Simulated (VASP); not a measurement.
```yaml
crystal:
  lattice:
    - [0.00000, 2.05833, 2.05833]
    - [2.05833, 0.00000, 2.05833]
    - [2.05833, 2.05833, 0.00000]
  atoms:
    - { symbol: Au, position: [0.00000, 0.00000, 0.00000] }
```

Level of theory: TPSS meta-GGA, VASP's PBE PAW potentials (set 64) (plane waves; VASP 6.6.1). Settings: 520 eV cut-off, 17×17×17 Γ-centred mesh, tetrahedra with Blöchl corrections, potentials Au.

Unless said otherwise, spin-orbit coupling is left out, though it shifts the bands of the heavy elements here.

Question: Tabulate the total density of states (states/eV per cell) against energy (eV; zero at the valence-band maximum or, without a gap, the Fermi level).

Answer: 
(E (eV), DOS (states/eV)): (-10.00, 0.00); (-9.78, 0.00); (-9.56, 0.02); (-9.35, 0.05); (-9.13, 0.06); (-8.80, 0.08); (-8.59, 0.10); (-8.37, 0.12); (-8.15, 0.13); (-7.94, 0.16); (-7.72, 0.18); (-7.50, 0.23); (-7.29, 0.31); (-7.07, 0.67); (-6.85, 0.97); (-6.53, 1.71); (-6.31, 1.95); (-6.09, 1.77); (-5.88, 1.75); (-5.66, 1.06); (-5.45, 1.90); (-5.23, 1.94); (-5.01, 1.89); (-4.79, 2.12); (-4.58, 2.52); (-4.25, 2.72); (-4.04, 1.44); (-3.82, 2.07); (-3.60, 1.95); (-3.39, 2.16); (-3.17, 2.01); (-2.95, 1.73); (-2.73, 1.65); (-2.52, 1.77); (-2.30, 2.19); (-1.98, 2.00); (-1.76, 0.84); (-1.54, 0.28); (-1.33, 0.27); (-1.11, 0.28); (-0.89, 0.29); (-0.68, 0.29); (-0.46, 0.28); (-0.24, 0.29); (-0.03, 0.29); (0.30, 0.28); (0.52, 0.28); (0.73, 0.28); (0.95, 0.28); (1.17, 0.28); (1.38, 0.28); (1.60, 0.27); (1.82, 0.27); (2.03, 0.26); (2.25, 0.26); (2.58, 0.26); (2.79, 0.24); (3.01, 0.28); (3.23, 0.41); (3.44, 0.36)
Within 2 eV below the Fermi level the largest weight inside VASP's projection spheres is Au d.

The compound is Au in the fcc structure. It was relaxed first.
